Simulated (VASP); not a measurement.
All values below come from optB88-vdW, VASP's PBE PAW potentials (set 64) (plane waves; VASP 6.6.1).

Input for VASP

KPOINTS:
```
Regular mesh
0
gamma
 8 8 6
```

INCAR:
```
SYSTEM = PtSe2
PREC = Accurate; ENCUT = 520; LREAL = .FALSE.
LASPH = .TRUE.
EDIFF = 1E-6; NELM = 100; ALGO = Normal
LMAXMIX = 6
ISMEAR = 1; SIGMA = 0.1
GGA = BO; LUSE_VDW = .TRUE.; AGGAC = 0.0
PARAM1 = 0.1833333333; PARAM2 = 0.22
IBRION = 2; NSW = 60; ISIF = 3
EDIFFG = -0.02
LWAVE = .FALSE.; LCHARG = .FALSE.
```

File POSCAR:
```
PtSe2
1
    1.8989204522    -3.2890269597    -0.0000000000
    1.8989204522     3.2890269597     0.0000000000
    0.0000000000    -0.0000000000     5.1161871542
Pt Se
1 2
Direct
  0.0000000000   0.0000000000   0.0000000000
  0.3333330000   0.6666670000   0.2558378764
  0.6666670000   0.3333330000   0.7441621236
```

POTCAR, in this order: Pt Se (PBE.64 set). Program: vasp_std.

Task: What will the output report for the number of irreducible k-points (NKPTS), largest plane-wave count, number of space-group operations, FFT grid (NGX, NGY, NGZ)?

Result: 
The number of irreducible k-points (NKPTS) is 50. The largest plane-wave count is 1742. The number of space-group operations comes out as 12 and the FFT grid (NGX, NGY, NGZ) comes out as 28 × 28 × 40.

The compound is PtSe2 in the 1T layered structure. It was relaxed first. The start is the result of an earlier pass.
